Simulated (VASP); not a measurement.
Method: r2SCAN meta-GGA, VASP's PBE PAW potentials (set 64) (plane waves; VASP 6.6.1).

The input files of a VASP run:

File POSCAR:
```
Sn
1
    4.6275115023     0.0000000000     0.0000000000
   -2.3137557511     4.0075416210     0.0000000000
    0.0000000000    -0.0000000000     7.6194912867
Sn
4
Direct
  0.3333330000   0.6666670000   0.0628465904
  0.6666670000   0.3333330000   0.5628465904
  0.6666670000   0.3333330000   0.9371534096
  0.3333330000   0.6666670000   0.4371534096
```

**INCAR**
```
SYSTEM=Sn
PREC=Accurate; ENCUT=400; LREAL=.FALSE.
LASPH=.TRUE.
EDIFF=1E-6; NELM=100; ALGO=Normal
LMAXMIX=4; LMIXTAU=.TRUE.
ISMEAR=0; SIGMA=0.05
METAGGA=R2SCAN
IBRION=2; NSW=60; ISIF=3
EDIFFG=-0.02
LWAVE=.FALSE.; LCHARG=.FALSE.
```

KPOINTS:
```
Automatic mesh
0
Gamma
5 5 3
0 0 0
```

POTCAR, in this order: Sn_d (PBE.64 set). Program: vasp_std.

What VASP printed:

**OUTCAR**
```
 ion  position               nearest neighbor table
   1  0.333  0.667  0.063-   3 2.84   3 2.84   3 2.84   4 2.85
   2  0.667  0.333  0.563-   4 2.84   4 2.84   4 2.84   3 2.85
   3  0.667  0.333  0.937-   1 2.84   1 2.84   1 2.84   2 2.85
   4  0.333  0.667  0.437-   2 2.84   2 2.84   2 2.84   1 2.85
  LATTYP: Found a hexagonal cell.
 ALAT       =     4.6275115023
 C/A-ratio  =     1.6465634462
 Subroutine PRICEL returns:
 Original cell was already a primitive cell.
 Subroutine GETGRP returns: Found 24 space group operations
The static configuration has the point symmetry D_3d.
 The point group associated with its full space group is D_6h.
The dynamic configuration has the point symmetry D_3d.
 Subroutine INISYM returns: Found 24 space group operations
 Subroutine IBZKPT returns following result:
 Found     10 irreducible k-points:

 Following reciprocal coordinates:
            Coordinates               Weight
  0.000000  0.000000  0.000000      1.000000
  0.200000  0.000000  0.000000      6.000000
  0.400000  0.000000  0.000000      6.000000
  0.200000  0.200000  0.000000      6.000000
  0.400000  0.200000  0.000000      6.000000
  0.000000  0.000000  0.333333      2.000000
  0.200000  0.000000  0.333333     12.000000
  0.400000  0.000000  0.333333     12.000000
  0.200000  0.200000  0.333333     12.000000
  0.400000  0.200000  0.333333     12.000000
   k-points           NKPTS =     10   k-points in BZ     NKDIM =     10   number of bands    NBANDS=     33
   number of dos      NEDOS =    301   number of ions     NIONS =      4
   total plane-waves  NPLWV =  45000
   dimension x,y,z NGX =    30 NGY =   30 NGZ =   50
   dimension x,y,z NGXF=    60 NGYF=   60 NGZF=  100
   ions per type =               4
   PREC   = accura    normal or accurate (medium, high low for compatibility)
   ISTART =      0    job   : 0-new  1-cont  2-samecut
   ICHARG =      2    charge: 1-file 2-atom 10-const
   ISPIN  =      1    spin polarized calculation?
   LNONCOLLINEAR =      F non collinear calculations
   LSORBIT =      F    spin-orbit coupling
   INIWAV =      1    electr: 0-lowe 1-rand  2-diag
   ENCUT  =  400.0 eV  29.40 Ry    5.42 a.u.   7.55  7.55 12.43*2*pi/ulx,y,z
   NELM   =    100;   NELMIN=  2; NELMDL= -5     # of ELM steps
   EDIFF  = 0.1E-05   stopping-criterion for ELM
   LREAL  =      F    real-space projection
   NLSPLINE    = F    spline interpolate recip. space projectors
   LMAXMIX     =    4 max onsite mixed and CHGCAR
   VOSKOWN=      0    Vosko Wilk Nusair interpolation
   EDIFFG = -.2E-01   stopping-criterion for IOM
   NSW    =     60    number of steps for IOM
   NBLOCK =      1;   KBLOCK =     60    inner block; outer block
   IBRION =      2    ionic relax: 0-MD 1-quasi-New 2-CG
   NFREE  =      1    steps in history (QN), initial steepest desc. (CG)
   ISIF   =      3    stress and relaxation
   ISYM   =      2    0-nonsym 1-usesym 2-fastsym
   TEIN   =    0.0    initial temperature
   TEBEG  =    0.0;   TEEND  =   0.0 temperature during run
   SMASS  =  -3.00    Nose mass-parameter (am)
   PSTRESS=    0.0 pullay stress
   NELECT =      56.0000    total number of electrons
   EFERMI =   0.00;   METHOD = LEGACY
   ISMEAR =     0;   SIGMA  =   0.05  broadening in eV -4-tet -1-fermi 0-gaus
   IALGO  =     38    algorithm
   LDIAG  =      T    sub-space diagonalisation (order eigenvalues)
   IMIX   =      4    mixing-type and parameters
     AMIX     =   0.40;   BMIX     =  1.00
     AMIX_MAG =   1.60;   BMIX_MAG =  1.00
     AMIN     =   0.10
   METAGGA = R2SCAN    functional components
   VOSKOWN =     0    Vosko Wilk Nusair interpolation
   LHFCALC =     F    Hartree Fock is set to
   LHFONE  =     F    Hartree Fock one center treatment
   AEXX    =    0.0000 exact exchange contribution
...
```

### OSZICAR
```
       N       E                     dE             d eps       ncg     rms          rms(c)
DAV:   1     0.423031966512E+03    0.42303E+03   -0.26341E+04   668   0.216E+03
DAV:   2    -0.411721571755E+02   -0.46420E+03   -0.46081E+03   660   0.535E+02
DAV:   3    -0.104737307690E+03   -0.63565E+02   -0.63194E+02   794   0.196E+02
DAV:   4    -0.107218746596E+03   -0.24814E+01   -0.24786E+01   718   0.455E+01
DAV:   5    -0.107301614196E+03   -0.82868E-01   -0.82855E-01   860   0.786E+00    0.665E+00
DAV:   6    -0.102244886214E+03    0.50567E+01   -0.20753E+00   756   0.204E+01    0.319E+00
DAV:   7    -0.959634643444E+02    0.62814E+01   -0.89536E-01   668   0.677E+00    0.839E-01
DAV:   8    -0.987537926100E+02   -0.27903E+01   -0.13370E+00   681   0.764E+00    0.850E-01
DAV:   9    -0.987024417604E+02    0.51351E-01   -0.12094E-01   702   0.235E+00    0.205E-01
DAV:  10    -0.988077107948E+02   -0.10527E+00   -0.74784E-02   685   0.183E+00    0.191E-01
DAV:  11    -0.988283105613E+02   -0.20600E-01   -0.41259E-02   669   0.135E+00    0.213E-01
DAV:  12    -0.988361890614E+02   -0.78785E-02   -0.26905E-03   724   0.285E-01    0.187E-01
DAV:  13    -0.988513528627E+02   -0.15164E-01   -0.17027E-02   674   0.863E-01    0.607E-02
DAV:  14    -0.988532375749E+02   -0.18847E-02   -0.24968E-03   682   0.307E-01    0.445E-02
DAV:  15    -0.988533465669E+02   -0.10899E-03   -0.96877E-05   746   0.638E-02    0.441E-02
DAV:  16    -0.988534498566E+02   -0.10329E-03   -0.60141E-05   710   0.736E-02    0.199E-02
DAV:  17    -0.988539331532E+02   -0.48330E-03   -0.24151E-04   666   0.109E-01    0.697E-03
DAV:  18    -0.988539908969E+02   -0.57744E-04   -0.15343E-05   543   0.252E-02    0.401E-03
DAV:  19    -0.988540086902E+02   -0.17793E-04   -0.28106E-06   580   0.104E-02    0.314E-03
DAV:  20    -0.988540017767E+02    0.69135E-05   -0.10251E-06   459   0.106E-02    0.296E-03
DAV:  21    -0.988540064096E+02   -0.46329E-05   -0.15997E-05   508   0.208E-02    0.138E-03
DAV:  22    -0.988540062668E+02    0.14281E-06   -0.34450E-06   508   0.996E-03
   1 F= -.98854006E+02 E0= -.98853992E+02  d E =-.988540E+02
       N       E                     dE             d eps       ncg     rms          rms(c)
DAV:   1    -0.988779654914E+02   -0.23959E-01   -0.66243E-01   764   0.950E+00    0.854E-01
DAV:   2    -0.988592343131E+02    0.18731E-01   -0.53634E-02   760   0.335E+00    0.420E-01
DAV:   3    -0.988520651844E+02    0.71691E-02   -0.21303E-02   807   0.172E+00    0.951E-02
DAV:   4    -0.988536135089E+02   -0.15483E-02   -0.66506E-03   660   0.633E-01    0.452E-02
DAV:   5    -0.988545764547E+02   -0.96295E-03   -0.71011E-04   664   0.192E-01    0.312E-02
DAV:   6    -0.988545181095E+02    0.58345E-04   -0.12658E-04   806   0.952E-02    0.217E-02
DAV:   7    -0.988545425303E+02   -0.24421E-04   -0.18643E-04   665   0.123E-01    0.615E-03
DAV:   8    -0.988546111866E+02   -0.68656E-04   -0.76385E-05   663   0.794E-02    0.134E-03
DAV:   9    -0.988546159613E+02   -0.47748E-05   -0.88645E-06   506   0.249E-02    0.171E-03
DAV:  10    -0.988546172161E+02   -0.12548E-05   -0.82190E-07   426   0.827E-03    0.343E-04
DAV:  11    -0.988546178208E+02   -0.60473E-06   -0.42583E-07   423   0.469E-03
   2 F= -.98854618E+02 E0= -.98854612E+02  d E =-.611554E-03
       N       E                     dE             d eps       ncg     rms          rms(c)
DAV:   1    -0.988571033665E+02   -0.24862E-02   -0.65243E-02   764   0.294E+00    0.270E-01
DAV:   2    -0.988552003168E+02    0.19030E-02   -0.52856E-03   758   0.105E+00    0.133E-01
DAV:   3    -0.988545299988E+02    0.67032E-03   -0.20883E-03   798   0.540E-01    0.304E-02
DAV:   4    -0.988546779510E+02   -0.14795E-03   -0.64361E-04   660   0.195E-01    0.140E-02
DAV:   5    -0.988547783059E+02   -0.10035E-03   -0.69741E-05   662   0.595E-02    0.970E-03
DAV:   6    -0.988547700045E+02    0.83015E-05   -0.12846E-05   782   0.306E-02    0.665E-03
DAV:   7    -0.988547767763E+02   -0.67719E-05   -0.18379E-05   663   0.386E-02    0.186E-03
DAV:   8    -0.988547809615E+02   -0.41852E-05   -0.70498E-06   503   0.244E-02    0.505E-04
DAV:   9    -0.988547830264E+02   -0.20649E-05   -0.92103E-07   421   0.985E-03    0.578E-04
DAV:  10    -0.988547824922E+02    0.53413E-06   -0.17132E-07   335   0.390E-03
   3 F= -.98854782E+02 E0= -.98854775E+02  d E =-.776225E-03
```

**OUTCAR**
```
------------------------ aborting loop because EDIFF is reached ----------------------------------------
  FORCE on cell =-STRESS in cart. coord.  units (eV):
  Direction    XX          YY          ZZ          XY          YZ          ZX
  --------------------------------------------------------------------------------------
  Total        0.0186394      0.0186393     -0.0013762      0.0000000     -0.0000000      0.0000000
  in kB        0.2105265      0.2105264     -0.0155443      0.0000000     -0.0000000      0.0000000
  external PRESSURE =       0.1351695 kB  Pullay stress =       0.0000000 kB
  volume of cell :      141.85
      direct lattice vectors                 reciprocal lattice vectors
     4.638461648  0.000000000  0.000000000     0.215588718  0.124470232  0.000000000
    -2.319230824  4.017024719  0.000000000    -0.000000000  0.248940465  0.000000000
     0.000000000  0.000000000  7.613007027     0.000000000  0.000000000  0.131354141
 POSITION                                       TOTAL-FORCE (eV/Angst)
 -----------------------------------------------------------------------------------
     -0.00000      2.67802      0.47937        -0.000000      0.000000     -0.018657
      2.31923      1.33901      4.28587         0.000000     -0.000000     -0.018657
      2.31923      1.33901      7.13364         0.000000     -0.000000      0.018657
     -0.00000      2.67802      3.32714        -0.000000      0.000000      0.018657
 -----------------------------------------------------------------------------------
    total drift:                               -0.000513     -0.000000      0.000000
  FREE ENERGIE OF THE ION-ELECTRON SYSTEM (eV)
  ---------------------------------------------------
  free  energy   TOTEN  =       -98.8547824922 eV

  energy  without entropy=      -98.8547680706  energy(sigma->0) =      -98.85477528

 reached required accuracy - stopping structural energy minimisation
```
(Selected blocks of OUTCAR.)

**CONTCAR**
```
Sn
   1.00000000000000
     4.6384616475539637    0.0000000000001366    0.0000000000000000
    -2.3192308237267456    4.0170247186022383    0.0000000000000000
     0.0000000000000000    0.0000000000000000    7.6130070265285550
  Sn
     4
Direct
     0.3333330000000032    0.6666669999999968    0.0629670068326429
     0.6666669999999968    0.3333330000000032    0.5629670068326429
     0.6666669999999968    0.3333330000000032    0.9370329931673571
     0.3333330000000032    0.6666669999999968    0.4370329931673571
```

The structure was generated: Sn was put into the lonsdaleite type (P6_3/mmc), which need not be its known phase. This run relaxes it. Symmetry was kept, so distortions that lower it aren't found. The start is the result of an earlier pass.
